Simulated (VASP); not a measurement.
Method: PBEsol GGA, VASP's PBE PAW potentials (set 64) (plane waves; VASP).

The input files of a VASP run:

KPOINTS:
```
Automatic mesh
0
Gamma
8 8 8
0 0 0
```

File POSCAR:
```
SnTe
1
    0.0000000000     3.1896784490     3.1896784490
    3.1896784490     0.0000000000     3.1896784490
    3.1896784490     3.1896784490     0.0000000000
Sn Te
1 1
Direct
  0.0000000000   0.0000000000   0.0000000000
  0.5000000000   0.5000000000   0.5000000000
```

### INCAR
```
SYSTEM  =  SnTe
PREC  =  Accurate; ENCUT  =  480; LREAL  =  .False.
LASPH  =  .True.
EDIFF  =  1E-7; NELM  =  100; ALGO  =  Normal
LMAXMIX  =  4
ISMEAR  =  0; SIGMA  =  0.05
GGA  =  PS
ISIF  =  2
LWAVE  =  .False.; LCHARG  =  .False.
```

POTCAR, in this order: Sn_d Te (PBE.64 set). Program: vasp_std.

Q: What will the output report for the number of irreducible k-points (NKPTS), number of bands (NBANDS), largest plane-wave count, number of space-group operations, FFT grid (NGX, NGY, NGZ)?

A: 
* **number of irreducible k-points (NKPTS)**: 29
* **number of bands (NBANDS)**: 14
* **largest plane-wave count**: 1572
* **number of space-group operations**: 48
* **FFT grid (NGX, NGY, NGZ)**: 32 × 32 × 32

The compound is SnTe in the rock salt structure, which distorts at low temperature. This cell was strained or had an atom moved on purpose.
